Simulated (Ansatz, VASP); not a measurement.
**TiTe2 in two plane-wave programs**

One calculation is typed for both programs; each brings its own data sets. How far apart do they land? The cell is taken from a series of runs on this material, whose earlier steps may have relaxed, scaled, displaced or heated it; both programs get it as it stands.

Program: Ansatz 0.2.0. Level of theory: plane waves, with VASP 6.6.1 beside it; single point at PBEsol. Results are calculated unless marked as measured.

## 1. Set-up

The cell holds 3 atoms: 1 Ti and 2 Te. Cell: a = 3.698 Å, b = 3.698 Å, c = 30.253 Å, α = 90.0°, β = 90.0°, γ = 120.0°. Vacuum lies along c.

## 2. Ansatz: single point, PBEsol

Ansatz runs on its default PAW (the set named soft_2) files.

A single point gives forces, pressure and levels at one fixed geometry, so differences don't come from the geometry; what else differs is listed under the comparison.

Contents of input.yaml:

```yaml
crystal:
  lattice:
    - [-2.61520837, 0.0, -2.61520837]
    - [0.0, 2.61520837, 2.61520837]
    - [17.46662, 17.46662, -17.46662]
  atoms:
    - { symbol: Ti, position: [0.0, 0.0, 0.3177617107] }
    - { symbol: Te, position: [0.3333333333, 0.6666666667, 0.3748026759] }
    - { symbol: Te, position: [0.6666666667, 0.3333333333, 0.2607207455] }
  periodic: [true, true, false]
kpoints:
  mp_grid: { grid: [6, 6, 1] }
  band_path:
    path:
      - [0.0, 0.0, 0.0]
      - [0.5, 0.0, 0.0]
      - [0.33333333, 0.33333333, 0.0]
      - [0.0, 0.0, 0.0]
    npoints: 10
hamiltonian:
  xc: pbesol
scf:
  occupations: { method: gaussian, width: 0.08 }
  n_extra_bands: 19
  max_iter: 150
  lower_state_search: "off"
output:
  eigenvalues: true
  forces: true
  stress: true
  fatbands: true
  write_density: true
  write_potential: true
  elf: true
  volumetric_format: npy
```

The run is started by

```
ansatz run input.yaml --threads 8 --pin off --max-ram 14745MiB --backend cpu --events-out ev --progress --plain --runs-dir out
```

Numbers of over 12 decimals in the logs are rounded to 6 here.

What it wrote:

```text
scf.n_extra_bands = 19 over 22 filled bands (N_el = 44.0): the run solves 41 bands
Engine: ansatz 0.2.0, aarch64-unknown-linux-gnu
Pseudopotentials: kind: paw
Pseudopotential: Ti, paw, valence charge 12, recommended cutoff 420 eV (normal), Ti.paw.azcp
Pseudopotential: Te, paw, valence charge 16, recommended cutoff 420 eV (normal), Te.paw.azcp
Functional definition: PBEsol
  exchange = pbesol_x
  correlation = pbesol_c
Crystal: 3 atoms, lattice volume = 358.379 Å³
Basis set: ecut = 420 eV, 7025 PW (Γ), exchange–correlation on 50×50×432 points (8 copies of the dense FFT grid, shifted against one another)
Bands: 41, of which v1, the nominal top of the filled ones, is band 22 counted from 1 (21 counted from 0)
Symmetry: 12 space group operations
Space group: P-3m1 (ITA 164), of the structure as read, at distance tolerance 7.1e-5 Å
k-points: 7 of 36
Non-local potential: Ti, projectors of the file, l = 0: 3, l = 1: 2, l = 2: 3, l = 3: 1
Non-local potential: Te, projectors of the file, l = 0: 2, l = 1: 2, l = 2: 2, l = 3: 2
PAW form: soft (Blöchl's): semilocal exchange-correlation on the pseudo side does not see the compensation charge
PAW frozen core: Ti, regenerated for the run's functional, and the local potential with it (the file was generated under x = pbe(κ = 0.804, μ = 0.219515), c = pbe(β = 0.066725))
PAW frozen core: Te, regenerated for the run's functional, and the local potential with it (the file was generated under x = pbe(κ = 0.804, μ = 0.219515), c = pbe(β = 0.066725))
PAW one-centre angular grid: Ti, 590 points (default); XC on 64 Gauss nodes
PAW one-centre angular grid: Te, 590 points (default); XC on 64 Gauss nodes
Initial density: superposition of atomic densities (neutral atoms: chi_scale 0, normalization atom), corrected by the library's trained network
Initial wavefunctions: pseudopotential atomic-orbital guess
Functional: x = pbesol(κ = 0.804, μ = 0.123457), c = pbesol(β = 0.046)
SCF iter   1: F=—  HF=-16278.911782 eV  |F-HF|=—  |Δ(HF+E_count)|=         —  Δρ=4.15e-3  dr2=1.08e-1  ethr=1.77e-3  ⟨swp⟩=11.7  Hψ=2050  notcnv=0  defer=48
preconditioner: auto → LDOS  [insulator: Δε(μ)=0.135 eV  Ē_g=10.798 eV  σ=0.080 eV  W_gap=0.75  n_scr=18 (ndim 8)  ℏωp=7.8 eV  f_vac=0.750  D(μ)=2.90/eV (n_scr^D=10)  ε∞_Penn≈1.5  β→1.0]
SCF iter   2: F=—  HF=-16278.899755 eV  |F-HF|=—  |Δ(HF+E_count)|=   1.20e-2  Δρ=1.48e-3  dr2=7.43e-3  ethr=2.45e-4  ⟨swp⟩=2.6  Hψ=441  notcnv=0  defer=100
SCF iter   3: F=—  HF=-16278.900199 eV  |F-HF|=—  |Δ(HF+E_count)|=   4.44e-4  Δρ=4.67e-4  dr2=1.35e-3  ethr=1.69e-5  ⟨swp⟩=3.0  Hψ=309  notcnv=0  defer=100
SCF iter   4: F=—  HF=-16278.900124 eV  |F-HF|=—  |Δ(HF+E_count)|=   7.52e-5  Δρ=1.06e-4  dr2=6.89e-5  ethr=3.07e-6  ⟨swp⟩=2.6  Hψ=245  notcnv=0  defer=100
SCF iter   5: F=—  HF=-16278.900191 eV  |F-HF|=—  |Δ(HF+E_count)|=   6.77e-5  Δρ=2.88e-5  dr2=3.49e-6  ethr=1.57e-7  ⟨swp⟩=3.7  Hψ=409  notcnv=0  defer=100
SCF iter   6: F=—  HF=-16278.900192 eV  |F-HF|=—  |Δ(HF+E_count)|=   3.34e-7  Δρ=7.29e-6  dr2=2.20e-7  ethr=7.92e-9  ⟨swp⟩=3.0  Hψ=373  notcnv=0  defer=100
SCF iter   7: F=-16278.900192 eV  HF=-16278.900192 eV  |F-HF|=1.68e-8  |Δ(HF+E_count)|=   5.32e-8  Δρ=1.66e-6  dr2=8.84e-9  ethr=2.27e-10  ⟨swp⟩=31.0  Hψ=3430  notcnv=0
SCF 1 converged in 7 iterations: F = -16278.900192 eV  dr2 = 8.84e-9
  greatest PAW one-centre occupation: 0.999 electrons in one spin orbital (limit 2), on the Ti atom at site 0 (counted from 0), in its partial waves of l = 0
NSCF: frozen V_eff on 31 k-points
WARN: The input density's exchange-correlation potential varies sharply where the density is thin. Do not read a vacuum level from v_tot or v_xc, or from such a field of the output density. On a cell that repeats whose density bears no net charge and no dipole along the vacuum's axis use v_es (v_loc + v_h of the components); under efield.dipole_correction with no amplitude use v_es + v_field, which holds any external [...]
SCF converged after 7 iterations
Free energy (F): -16278.900192 eV
Harris-Foulkes:  -16278.900192 eV  (|F-HF|=1.68e-8)
Internal energy: -16278.888661 eV  (E = F + TS)
E sigma→0 (E₀):  -16278.894427 eV
Entropy (-TS):   -0.011530 eV (-3.843 meV/atom)
Fermi energy:    -4.986130 eV
--- Per-component energies (eV) ---
  E_band       = -1328.131798
  E_kinetic    = 634.637614
  E_local      = -88616.451971  (includes V_loc(G=0)·N_el)
  E_nonlocal   = -605.909424
  E_hartree    = 44260.830997
  E_xc         = -344.137254
  E_vxc        = -330.722927  (∫ρ·V_xc dr)
  E_paw        = -10192.213489  (= ΣΔE_a)
  E_vpaw       = -931.350650  (= ΣTr[D̂ρ^β])
  E_aug_tail   = -0.000237  (compensation charges beyond the density's cutoff)
  E_ewald      = 38583.466088
  E_core_change = 0.889015  (= ΣΔE_core)
  E_smearing   = -0.011530  (= −TS)
  E_closure    = 0.000000  (closes the sum)
  Σ components = -16278.900192   (vs F -16278.900192, Δ=0.00e0)
--- Forces (eV/Å), atoms counted from 1 ---
  atom   1  Ti    -0.00000000     0.00000000     0.00000000
  atom   2  Te     0.01542144     0.01542144    -0.01542144
  atom   3  Te    -0.01542144    -0.01542144     0.01542144
  max |Σ_I F_I| component: 0.00e0 eV/Å
--- 2D stress c σ (N/m, compression-positive) ---
       -0.077229       0.038615      -0.038615
        0.038615      -0.077229      -0.038615
       -0.038615      -0.038615      -0.077229
  P = ½ c Tr σ = -0.1158 N/m
--- Band table (eV; the first three rows and the last of 7) ---
  k-point 0: bands = [... 18 lower, -6.3437, -6.3437, -4.4352, -4.4352, -4.4068, -3.5717, -3.5717, -1.2799 (-1.2799°), ... 15 higher]
  k-point 1: bands = [... 18 lower, -6.3147, -6.0837, -5.7595, -5.0275, -4.5354, -3.5858, -3.3001, -2.4200, ... 15 higher]
  k-point 2: bands = [... 18 lower, -7.8404, -6.4736, -6.2540, -5.4370, -4.9212, -3.4720, -3.4009, -2.1674, ... 15 higher]
  k-point 6: bands = [... 18 lower, -8.6505, -7.6820, -6.8402, -6.8402, -3.7711, -3.6072, -3.6072, -2.3119, ... 15 higher]
  ° read free of the cell's end (the report's vacuum.weakly_bound_levels)
```

The column dr2 measures how far the density is from self-consistency, as an energy; F and HF (Harris–Foulkes) agree once it is small.

## 3. VASP: single point, PBEsol

The same cell, functional, mesh and smearing now go to VASP, with its own data sets.

Lines of VASP's logs that name or quote its potential files are left out, and so is its time.

Contents of INCAR:

```
SYSTEM = TiTe2
PREC = Accurate
ENCUT = 400
EDIFF = 1E-06
NELM = 120
ISMEAR = 0
SIGMA = 0.08
LREAL = .FALSE.
ALGO = Normal
GGA = PS
NBANDS = 18
LASPH = .TRUE.
LORBIT = 11
LWAVE = .FALSE.
LCHARG = .FALSE.
ISIF = 2
LDIPOL = .TRUE.
IDIPOL = 3
DIPOL = 0.5 0.5 0.318
LVHAR = .TRUE.
GGA_COMPAT = .FALSE.
NELMDL = -8
```

Contents of POSCAR:

```
TiTe2
1.0
   -2.6152083700      0.0000000000     -2.6152083700
    0.0000000000      2.6152083700      2.6152083700
   17.4666200000     17.4666200000    -17.4666200000
Ti Te
1 2
Direct
    0.0000000000      0.0000000000      0.3177617107
    0.3333333333      0.6666666667      0.3748026759
    0.6666666667      0.3333333333      0.2607207455
```

Contents of KPOINTS:

```
Automatic mesh
0
Gamma
6 6 1
0 0 0
```

Potentials, in the order of the species: Ti_sv and Te (PBE family, release 64).

The run is started by

```
mpirun -np 1 vasp_std
```

What it wrote:

```text
[banner, memory and clock lines left out]
running    1 mpi-ranks, on    1 nodes
 distrk:  each k-point on    1 cores,    1 groups
 distr:  one band on    1 cores,    1 groups

 POSCAR found type information on POSCAR TiTe
 POSCAR found :  2 types and       3 ions
|                                                                             |
|               ----> ADVICE to this user running VASP <----                  |
|                                                                             |
|     You enforced a specific xc type in the INCAR file but a different       |
|     [... a line on the potential file left out ...]
|     I HOPE YOU KNOW WHAT YOU ARE DOING!                                     |
|                                                                             |

 LDA part: xc-table for (Slater+PW92), standard interpolation
 POSCAR, INCAR and KPOINTS ok, starting setup
 FFT: planning ... GRIDC
 FFT: planning ... GRID_SOFT
 FFT: planning ... GRID
 WAVECAR not read
 entering main loop
       N       E                     dE             d eps       ncg     rms          rms(c)
DAV:   1     0.140214302341E+03    0.14021E+03   -0.93196E+03   308   0.817E+02
DAV:   2    -0.141836634988E+01   -0.14163E+03   -0.13812E+03   340   0.216E+02
DAV:   3    -0.186775231739E+02   -0.17259E+02   -0.17199E+02   468   0.676E+01
DAV:   4    -0.195842661814E+02   -0.90674E+00   -0.90383E+00   360   0.155E+01
DAV:   5    -0.196595413420E+02   -0.75275E-01   -0.75245E-01   392   0.358E+00
DAV:   6    -0.196602086212E+02   -0.66728E-03   -0.66725E-03   360   0.423E-01
DAV:   7    -0.196602266981E+02   -0.18077E-04   -0.18077E-04   408   0.634E-02
DAV:   8    -0.196602268784E+02   -0.18031E-06   -0.18047E-06   352   0.687E-03    0.125E+01
DAV:   9    -0.191610507562E+02    0.49918E+00   -0.29296E+01   296   0.388E+01    0.136E+01
DAV:  10    -0.179156034802E+02    0.12454E+01   -0.32581E+01   324   0.351E+01    0.621E+00
DAV:  11    -0.174281893798E+02    0.48741E+00   -0.15122E+00   292   0.925E+00    0.244E+00
DAV:  12    -0.173664354441E+02    0.61754E-01   -0.79622E-01   358   0.585E+00    0.140E+00
DAV:  13    -0.173541755000E+02    0.12260E-01   -0.14782E-01   312   0.320E+00    0.556E-01
DAV:  14    -0.173522076262E+02    0.19679E-02   -0.18893E-02   286   0.111E+00    0.201E-01
[...]
DAV:  20    -0.173523712639E+02   -0.99165E-04   -0.21424E-05   320   0.319E-02    0.358E-03
DAV:  21    -0.173524250634E+02   -0.53800E-04   -0.34722E-06   258   0.734E-03    0.358E-03
DAV:  22    -0.173524620091E+02   -0.36946E-04   -0.13729E-06   282   0.448E-03    0.357E-03
DAV:  23    -0.173524814714E+02   -0.19462E-04   -0.43050E-07   258   0.201E-03    0.182E-03
DAV:  24    -0.173524934929E+02   -0.12021E-04   -0.71672E-07   240   0.408E-03    0.984E-04
DAV:  25    -0.173524966953E+02   -0.32025E-05   -0.83475E-08   204   0.109E-03    0.114E-03
DAV:  26    -0.173524999175E+02   -0.32221E-05   -0.10264E-07   214   0.131E-03    0.283E-04
DAV:  27    -0.173525003872E+02   -0.46977E-06   -0.13999E-08   160   0.589E-04
   1 F= -.17352500E+02 E0= -.17346725E+02  d E =-.115498E-01
```

OUTCAR, selected parts (step 3):

```text
ion  position               nearest neighbor table
   1  0.000  0.000  0.318-   3 2.75   2 2.75   3 2.75   3 2.75   2 2.75   2 2.75
   2  0.333  0.667  0.375-   1 2.75   1 2.75   1 2.75
   3  0.667  0.333  0.261-   1 2.75   1 2.75   1 2.75

  LATTYP: Found a hexagonal cell.
 ALAT       =     3.6984631453
 C/A-ratio  =     8.1799039461

 Subroutine GETGRP returns: Found 12 space group operations
 (whereof  6 operations were pure point group operations)

The static configuration has the point symmetry C_3v.
 The point group associated with its full space group is D_3d.

 Found      7 irreducible k-points:

   k-points           NKPTS =      7   k-points in BZ     NKDIM =      7   number of bands    NBANDS=     18

   dimension x,y,z NGX =    24 NGY =   24 NGZ =  200
   dimension x,y,z NGXF=    48 NGYF=   48 NGZF=  400

   ENCUT  =  400.0 eV  29.40 Ry    5.42 a.u.   6.03  6.03 49.34*2*pi/ulx,y,z

   NELECT =      24.0000    total number of electrons

 k-points in reciprocal lattice and weights: Automatic mesh
   0.00000000  0.00000000  0.00000000       0.028
   0.16666667  0.00000000  0.00000000       0.167
   0.33333333  0.00000000  0.00000000       0.167
   0.50000000  0.00000000  0.00000000       0.083
   0.16666667  0.16666667  0.00000000       0.167
   0.33333333  0.16666667 -0.00000000       0.333
   0.33333333  0.33333333  0.00000000       0.056

 dipolmoment           0.000001      0.000001     -0.000001 electrons x Angstroem

 average (electrostatic) potential at core
       1 -83.5140       2 -96.0651       3 -96.0652

 E-fermi :  -2.4124

 k-point     1 :       0.0000    0.0000    0.0000
  band No.  band energies     occupation
    ...
      6     -13.6268      2.00000
      7      -6.6713      2.00000
      8      -3.7854      2.00000
      9      -3.7721      2.00000
     10      -3.7721      2.00000
     11      -1.8659      0.00000
     12      -1.8659      0.00000
     13      -1.8319      0.00000
     14      -0.9870      0.00000
     15      -0.9870      0.00000
    ...

 k-point     2 :       0.1667    0.0000    0.0000
  band No.  band energies     occupation
    ...
      8      -4.8244      2.00000
      9      -3.7425      2.00000
     10      -3.5053      2.00000
     11      -3.1771      2.00000
     12      -2.4541      1.53971
     13      -1.9621      0.00000
     14      -1.0113      0.00000
     15      -0.7217      0.00000
     16       0.1543      0.00000
     17       0.9748      0.00000
    ...

 k-point     3 :       0.3333    0.0000    0.0000
  band No.  band energies     occupation
    ...
      8      -5.8143      2.00000
      9      -5.2636      2.00000
     10      -3.9001      2.00000
     11      -3.6683      2.00000
     12      -2.8615      2.00000
     13      -2.3474      0.25097
     14      -0.9006      0.00000
     15      -0.8295      0.00000
     16       0.4029      0.00000
     17       0.8784      0.00000
    ...

  Total       -0.0402721     -0.0402721     -0.0402721      0.0669076     -0.0669076     -0.0669076
  in kB       -0.1800414     -0.1800414     -0.1800414      0.2991183     -0.2991183     -0.2991183
  external PRESSURE =      -0.1800414 kB  Pullay stress =       0.0000000 kB

  energy-cutoff  :      400.00
  volume of cell :      358.38
      direct lattice vectors                 reciprocal lattice vectors
    -2.615208370  0.000000000 -2.615208370    -0.254919139  0.127459570 -0.127459570
     0.000000000  2.615208370  2.615208370    -0.127459570  0.254919139  0.127459570
    17.466620000 17.466620000-17.466620000     0.019084020  0.019084020 -0.019084020

 POSITION                                       TOTAL-FORCE (eV/Angst)
 -----------------------------------------------------------------------------------
      5.55022      5.55022     -5.55022         0.000000      0.000000      0.000000
      5.67480      8.29001     -5.67480         0.028239      0.028239     -0.028239
      2.81044      5.42565     -5.42565        -0.028239     -0.028239      0.028239
 -----------------------------------------------------------------------------------
    total drift:                                0.000003      0.000002     -0.000002

  FREE ENERGIE OF THE ION-ELECTRON SYSTEM (eV)
  ---------------------------------------------------
  free  energy   TOTEN  =       -17.3525003872 eV

  energy  without entropy=      -17.3409505373  energy(sigma->0) =      -17.34672546

 vacuum level on the upper side and lower side of the slab         2.579         2.579

 total charge
# of ion       s       p       d       tot
------------------------------------------
    1        2.172   6.136   1.882  10.189
    2        1.384   2.011   0.037   3.431
    3        1.384   2.011   0.037   3.431
--------------------------------------------------
tot          4.939  10.157   1.955  17.051

[... 3 further parts left out ...]
```

This run has no spin polarisation, so a moment on Ti, if there is one, isn't seen.

## 4. Side by side

Known differences besides the potentials themselves: Ansatz cuts the interaction across the vacuum, VASP repeats the sheet with a dipole correction; the data sets hold 44 valence electrons in Ansatz (on its default PAW (the set named soft_2) files) and 24 in VASP; the cutoff is 420 eV in Ansatz and 400 eV in VASP; Ansatz makes its cores anew for this functional, VASP keeps those of its PBE data sets. Total energies have different zeros and are not compared.

Forces (eV/Å; atoms numbered as in POSCAR):

```csv
atom,"Ansatz x, y, z","VASP x, y, z"
Ti1,"0.000, 0.000, 0.000","0.000, 0.000, 0.000"
Te2,"0.015, 0.015, -0.015","0.028, 0.028, -0.028"
Te3,"-0.015, -0.015, 0.015","-0.028, -0.028, 0.028"
```

The forces differ by 10 meV/Å r.m.s., which is 45.4 % of the r.m.s. force of 0.023 eV/Å (both taken over all components). With vacuum in the cell, a pressure given here is an average over mostly empty space and none of the material.

## 5. Outcome

```json
{"r.m.s. force difference (single point, PBEsol)": "10 meV/Å"}
```

**Reading.** The r.m.s. force difference is 10 meV/Å (single point, PBEsol), within the 12 meV/Å picked in this series as the mark of a large difference. The data sets hold unlike numbers of valence electrons (44 in Ansatz and 24 in VASP), so part of the differences comes from the potentials. Such differences can come from data sets, numerical settings and the points named under the comparisons, not from the functional's error against experiment.

[Lines on the potential files, build, host, timing and source positions are cut from VASP's logs without a mark.]

[Logs are printed without paths, hosts, clocks, repeated set-up lines and the standing remarks that a program may print on its own settings, such as how far it seeks lower states.]

[Hosts, paths, dates, database ids (printed as entryN), source tags and the programs' standing remarks are cut or masked in the printed files.]
